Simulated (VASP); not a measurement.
# Pd (Palladium): how cutoff and mesh change the relaxed cell

Aim: test the relaxed volume of Pd (Palladium) against cutoff and mesh. The starting structure is a measured crystal structure from the Crystallography Open Database. The first relaxation on each setting starts from this cell expanded by 3 % in volume.

Program: VASP 6.6.1. Level of theory: Kohn-Sham DFT with plane waves and PAW; PBEsol. Results are calculated unless marked as measured.

**1. The starting structure**

The structure is cubic, space group Fm-3m (No. 225). Conventional cell: a = 3.890 Å, b = 3.890 Å, c = 3.890 Å, α = 90.00°, β = 90.00°, γ = 90.00°. Pd has 12 Pd at 2.75 Å nearest.

**2. Reference relaxation**

This run starts from the cell of an earlier relaxation, which isn't shown; the restart sets up the plane waves anew.

INCAR

```
SYSTEM = Pd
PREC = Accurate
ENCUT = 450
EDIFF = 1E-06
NELM = 100
ISMEAR = 1
SIGMA = 0.15
LREAL = .FALSE.
ALGO = Normal
GGA = PS
NBANDS = 11
LORBIT = 11
LWAVE = .FALSE.
LCHARG = .FALSE.
KPAR = 4
IBRION = 2
NSW = 50
ISIF = 3
EDIFFG = -0.006
```

POSCAR

```
Pd
1.0
    0.0000000000      1.9362631182      1.9362631182
    1.9362631182      0.0000000000      1.9362631182
    1.9362631182      1.9362631182      0.0000000000
Pd
1
Direct
    0.0000000000      0.0000000000      0.0000000000
```

KPOINTS

```
Automatic mesh
0
Gamma
20 20 20
0 0 0
```

The projector-augmented-wave data sets are Pd (PBE family, release 64).

Started as:

```console
$ mpirun -np 4 vasp_std
```

What it wrote:

```text
[banner, memory and clock lines left out]
running    4 mpi-ranks, on    1 nodes
 distrk:  each k-point on    1 cores,    4 groups
 distr:  one band on    1 cores,    1 groups

 POSCAR found type information on POSCAR Pd
 POSCAR found :  1 types and       1 ions
|                                                                             |
|               ----> ADVICE to this user running VASP <----                  |
|                                                                             |
|     You enforced a specific xc type in the INCAR file but a different       |
|     [... a line on the potential file left out ...]
|     I HOPE YOU KNOW WHAT YOU ARE DOING!                                     |
|                                                                             |

 LDA part: xc-table for (Slater+PW92), standard interpolation
 POSCAR, INCAR and KPOINTS ok, starting setup
 FFT: planning ... GRIDC
 FFT: planning ... GRID_SOFT
 FFT: planning ... GRID
 WAVECAR not read
 entering main loop
       N       E                     dE             d eps       ncg     rms          rms(c)
DAV:   1     0.371677077304E+02    0.37168E+02   -0.47514E+03  5667   0.756E+02
DAV:   2    -0.584397361199E+01   -0.43012E+02   -0.41716E+02  6370   0.171E+02
DAV:   3    -0.635173352718E+01   -0.50776E+00   -0.50501E+00  6713   0.197E+01
DAV:   4    -0.635391321445E+01   -0.21797E-02   -0.21794E-02  6820   0.138E+00
DAV:   5    -0.635393630358E+01   -0.23089E-04   -0.23088E-04  7469   0.128E-01    0.870E+00
DAV:   6    -0.597625775805E+01    0.37768E+00   -0.15312E+00  6916   0.101E+01    0.387E+00
DAV:   7    -0.596394973385E+01    0.12308E-01   -0.41420E-02  7500   0.129E+00    0.200E+00
DAV:   8    -0.595913881349E+01    0.48109E-02   -0.23530E-03  6980   0.482E-01    0.139E-01
DAV:   9    -0.595906422006E+01    0.74593E-04   -0.33574E-04  7437   0.155E-01    0.165E-02
DAV:  10    -0.595906979297E+01   -0.55729E-05   -0.48547E-06  7058   0.197E-02    0.122E-02
DAV:  11    -0.595906911335E+01    0.67962E-06   -0.13929E-07  4852   0.372E-03
   1 F= -.59590691E+01 E0= -.59582576E+01  d E =-.595907E+01
 curvature:   0.00 expect dE= 0.000E+00 dE for cont linesearch  0.000E+00
 trial: gam= 0.00000 g(F)=  0.724E-63 g(S)=  0.349E-06 ort = 0.000E+00 (trialstep = 0.100E+01)
 search vector abs. value=  0.349E-06
 reached required accuracy - stopping structural energy minimisation
```

Run time: 3.6 s. Hardware: 4 MPI ranks of Intel Xeon 6975P-C (Granite Rapids), shared host; peak memory 0.57 GiB.

The logs omit lines about the potential files and the build; timing stands in the text.

Parts of OUTCAR (step 2):

```text
ion  position               nearest neighbor table
   1  0.000  0.000  0.000-

  LATTYP: Found a face centered cubic cell.
 ALAT       =     3.8725262364

 Subroutine GETGRP returns: Found 48 space group operations
 (whereof 48 operations were pure point group operations)

The static configuration has the point symmetry O_h .

 Found    256 irreducible k-points:

   k-points           NKPTS =    256   k-points in BZ     NKDIM =    256   number of bands    NBANDS=     11

   dimension x,y,z NGX =    20 NGY =   20 NGZ =   20
   dimension x,y,z NGXF=    40 NGYF=   40 NGZF=   40

   ENCUT  =  450.0 eV  33.07 Ry    5.75 a.u.   4.74  4.74  4.74*2*pi/ulx,y,z

   NELECT =      10.0000    total number of electrons

 k-points in reciprocal lattice and weights: Automatic mesh
   0.00000000  0.00000000  0.00000000       0.000
   0.05000000  0.00000000  0.00000000       0.001
   0.10000000  0.00000000  0.00000000       0.001
   0.15000000  0.00000000  0.00000000       0.001
   0.20000000  0.00000000  0.00000000       0.001
   0.25000000  0.00000000  0.00000000       0.001
   0.30000000  0.00000000  0.00000000       0.001
   0.35000000  0.00000000  0.00000000       0.001
   0.40000000  0.00000000  0.00000000       0.001
[...]
-0.30000000  0.50000000  0.20000000       0.002
  -0.25000000  0.50000000  0.25000000       0.001

 average (electrostatic) potential at core
       1 -70.2831

 E-fermi :   9.8682

 k-point     1 :       0.0000    0.0000    0.0000
  band No.  band energies     occupation
    ...
      2       6.9533      2.00000
      3       6.9533      2.00000
      4       6.9533      2.00000
      5       8.6321      2.00000
      6       8.6321      2.00000
      7      27.0235      0.00000
      8      31.8857      0.00000
      9      31.8857      0.00000
     10      31.8857      0.00000
     11      35.9078      0.00000

 k-point     2 :       0.0500    0.0000    0.0000
  band No.  band energies     occupation
    ...
      2       6.9190      2.00000
      3       6.9861      2.00000
      4       6.9861      2.00000
      5       8.6157      2.00000
      6       8.6157      2.00000
      7      27.1270      0.00000
      8      31.2529      0.00000
      9      31.9951      0.00000
     10      31.9951      0.00000
     11      35.9472      0.00000

 k-point     3 :       0.1000    0.0000    0.0000
  band No.  band energies     occupation
    ...
      2       6.8300      2.00000
      3       7.0748      2.00000
      4       7.0748      2.00000
      5       8.5782      2.00000
      6       8.5782      2.00000
      7      27.3826      0.00000
      8      29.9057      0.00000
      9      32.3099      0.00000
     10      32.3099      0.00000
     11      35.9817      0.00000

  Total        0.0015524      0.0015524      0.0015524      0.0000000      0.0000000     -0.0000000
  in kB        0.1713097      0.1713097      0.1713097      0.0000000      0.0000000     -0.0000000
  external PRESSURE =       0.1713097 kB  Pullay stress =       0.0000000 kB

  energy-cutoff  :      450.00
  volume of cell :       14.52
      direct lattice vectors                 reciprocal lattice vectors
     0.000000000  1.936263118  1.936263118    -0.258229367  0.258229367  0.258229367
     1.936263118  0.000000000  1.936263118     0.258229367 -0.258229367  0.258229367
     1.936263118  1.936263118  0.000000000     0.258229367  0.258229367 -0.258229367

 POSITION                                       TOTAL-FORCE (eV/Angst)
 -----------------------------------------------------------------------------------
      0.00000      0.00000      0.00000         0.000000     -0.000000      0.000000
 -----------------------------------------------------------------------------------
    total drift:                                0.000000      0.000000      0.000000

  FREE ENERGIE OF THE ION-ELECTRON SYSTEM (eV)
  ---------------------------------------------------
  free  energy   TOTEN  =        -5.9590691134 eV

  energy  without entropy=       -5.9566345032  energy(sigma->0) =       -5.95825758

 reached required accuracy - stopping structural energy minimisation

 total charge
# of ion       s       p       d       tot
------------------------------------------
    1        0.492   0.502   8.463   9.458

[... 3 further parts left out ...]
```

The PAW data sets were made with PBE, which is usual practice but a small mismatch for other functionals. The run keeps the 48 symmetry operations of its start, so it cannot find a distortion of lower symmetry.

The reference relaxation ends at 14.519 Å³ an atom.

**3. Relaxation with a cutoff of 250 eV**

Against step 2 the input has ENCUT = 250. This run starts from the cell of an earlier relaxation, which isn't shown; the restart sets up the plane waves anew.

Edit INCAR of step 2 so:

```diff
@@ -2,3 +2,3 @@
 PREC = Accurate
-ENCUT = 450
+ENCUT = 250
 EDIFF = 1E-06
```

POSCAR

```
Pd
1.0
    0.0000000000      1.9301753818      1.9301753818
    1.9301753818      0.0000000000      1.9301753818
    1.9301753818      1.9301753818      0.0000000000
Pd
1
Direct
    0.0000000000      0.0000000000      0.0000000000
```

KPOINTS is that of step 2.

Started as:

```console
$ mpirun -np 4 vasp_std
```

What it wrote:

```text
[banner, memory and clock lines left out]
running    4 mpi-ranks, on    1 nodes
[...]
[... a notice as in an earlier step ...]

 LDA part: xc-table for (Slater+PW92), standard interpolation
 POSCAR, INCAR and KPOINTS ok, starting setup
[...]
entering main loop
       N       E                     dE             d eps       ncg     rms          rms(c)
DAV:   1     0.185195383951E+02    0.18520E+02   -0.32771E+03  6191   0.444E+02
DAV:   2    -0.612310622393E+01   -0.24643E+02   -0.23802E+02  6562   0.121E+02
DAV:   3    -0.635396610469E+01   -0.23086E+00   -0.23037E+00  6676   0.117E+01
DAV:   4    -0.635495905898E+01   -0.99295E-03   -0.99289E-03  6835   0.817E-01
[...]
DAV:   9    -0.595803241179E+01    0.29208E-04   -0.66621E-05  7210   0.718E-02    0.148E-02
DAV:  10    -0.595803680808E+01   -0.43963E-05   -0.15278E-06  6894   0.698E-03    0.493E-03
DAV:  11    -0.595803661847E+01    0.18961E-06   -0.26426E-08  4559   0.154E-03
   1 F= -.59580366E+01 E0= -.59572885E+01  d E =-.595804E+01
[...]
DAV:   6    -0.595429458132E+01   -0.19226E-05   -0.70186E-07  7491   0.574E-03    0.674E-04
DAV:   7    -0.595429459850E+01   -0.17178E-07   -0.16632E-08  4391   0.936E-04
   2 F= -.59542946E+01 E0= -.59536769E+01  d E =0.374202E-02
 trial-energy change:    0.003742  1 .order    0.003816   -0.005182    0.012814
 step:   0.2931(harm=  0.2880)  dis= 0.00000  next Energy=    -5.958798 (dE=-0.761E-03)
[...]
N       E                     dE             d eps       ncg     rms          rms(c)
DAV:   1    -0.600438231980E+01   -0.50088E-01   -0.82720E-01  6478   0.872E+00    0.146E+00
DAV:   2    -0.595908812781E+01    0.45294E-01   -0.20273E-01  6814   0.342E+00    0.416E-01
DAV:   3    -0.595878425289E+01    0.30387E-03   -0.13091E-03  7285   0.211E-01    0.247E-01
DAV:   4    -0.595880387087E+01   -0.19618E-04   -0.48920E-04  6842   0.142E-01    0.114E-02
DAV:   5    -0.595880697036E+01   -0.30995E-05   -0.36511E-06  6890   0.143E-02    0.787E-03
DAV:   6    -0.595880798901E+01   -0.10187E-05   -0.30203E-07  6198   0.382E-03    0.608E-04
DAV:   7    -0.595880805820E+01   -0.69182E-07   -0.10850E-08  4175   0.884E-04
   3 F= -.59588081E+01 E0= -.59580990E+01  d E =-.771440E-03
[...]
reached required accuracy - stopping structural energy minimisation
```

The job ended after 2.8 s (4 MPI ranks; peak memory 0.44 GiB; 8.9 s of CPU time).

OUTCAR, selected parts (step 3):

```text
  Total       -0.0006212     -0.0006212     -0.0006212      0.0000000      0.0000000     -0.0000000
  in kB       -0.0697635     -0.0697635     -0.0697635      0.0000000      0.0000000     -0.0000000
  external PRESSURE =      -0.0697635 kB  Pullay stress =       0.0000000 kB

 POSITION                                       TOTAL-FORCE (eV/Angst)
 -----------------------------------------------------------------------------------
      0.00000      0.00000      0.00000         0.000000      0.000000      0.000000
 -----------------------------------------------------------------------------------
    total drift:                               -0.000000     -0.000000     -0.000000

  FREE ENERGIE OF THE ION-ELECTRON SYSTEM (eV)
  ---------------------------------------------------
  free  energy   TOTEN  =        -5.9588080582 eV

  energy  without entropy=       -5.9566808868  energy(sigma->0) =       -5.95809900

[... 2 parts as in an earlier step ...]

[... 2 further parts left out ...]
[key lines of the parts left out:]
E-fermi :  10.1753
```

With a cutoff of 250 eV the cell ends at 14.267 Å³ an atom, -1.73 % from the reference.

**4. Relaxation with an 11×11×11 mesh**

Against step 2 the input has an 11×11×11 mesh. This run starts from the cell of an earlier relaxation, which isn't shown; the restart sets up the plane waves anew.

Edit INCAR of step 3 so:

```diff
@@ -2,3 +2,3 @@
 PREC = Accurate
-ENCUT = 250
+ENCUT = 450
 EDIFF = 1E-06
```

POSCAR

```
Pd
1.0
    0.0000000000      1.9380241561      1.9380241561
    1.9380241561      0.0000000000      1.9380241561
    1.9380241561      1.9380241561      0.0000000000
Pd
1
Direct
    0.0000000000      0.0000000000      0.0000000000
```

KPOINTS

```
Automatic mesh
0
Gamma
11 11 11
0 0 0
```

Started as:

```console
$ mpirun -np 4 vasp_std
```

What it wrote:

```text
[... set-up lines as in an earlier step ...]
 entering main loop
       N       E                     dE             d eps       ncg     rms          rms(c)
DAV:   1     0.376417330295E+02    0.37642E+02   -0.48289E+03  1240   0.758E+02
DAV:   2    -0.581441958632E+01   -0.43456E+02   -0.41888E+02  1405   0.171E+02
DAV:   3    -0.633948377376E+01   -0.52506E+00   -0.52282E+00  1494   0.199E+01
DAV:   4    -0.634184175252E+01   -0.23580E-02   -0.23577E-02  1454   0.141E+00
[...]
DAV:   9    -0.594383013739E+01    0.21123E-04   -0.15118E-04  1724   0.100E-01    0.129E-02
DAV:  10    -0.594383488028E+01   -0.47429E-05   -0.21992E-06  1515   0.130E-02    0.830E-03
DAV:  11    -0.594383447042E+01    0.40986E-06   -0.21003E-07  1030   0.335E-03
   1 F= -.59438345E+01 E0= -.59431328E+01  d E =-.594383E+01
[...]
reached required accuracy - stopping structural energy minimisation
```

Wall time 1.6 s (4 MPI ranks); peak memory 0.47 GiB.

OUTCAR, selected parts (step 4):

```text
  Total        0.0010109      0.0010109      0.0010109      0.0000000      0.0000000     -0.0000000
  in kB        0.1112480      0.1112480      0.1112480      0.0000000      0.0000000     -0.0000000
  external PRESSURE =       0.1112480 kB  Pullay stress =       0.0000000 kB

 POSITION                                       TOTAL-FORCE (eV/Angst)
 -----------------------------------------------------------------------------------
      0.00000      0.00000      0.00000         0.000000      0.000000     -0.000000
 -----------------------------------------------------------------------------------
    total drift:                                0.000000     -0.000000     -0.000000

  FREE ENERGIE OF THE ION-ELECTRON SYSTEM (eV)
  ---------------------------------------------------
  free  energy   TOTEN  =        -5.9438344704 eV

  energy  without entropy=       -5.9417293916  energy(sigma->0) =       -5.94313278

[... 1 part as in an earlier step ...]

[... 3 further parts left out ...]
[key lines of the parts left out:]
E-fermi :   9.8761
```

With an 11×11×11 mesh the cell ends at 14.558 Å³ an atom, +0.27 % from the reference.

(Continued in part 2 of 2.)

[Lines on the potential files, build, host, timing and source positions are cut from VASP's logs without a mark.]

[Logs are printed without paths, hosts, clocks, repeated set-up lines and the standing remarks that a program may print on its own settings, such as how far it seeks lower states.]

[Hosts, paths, dates, database ids (printed as entryN), source tags and the programs' standing remarks are cut or masked in the printed files.]
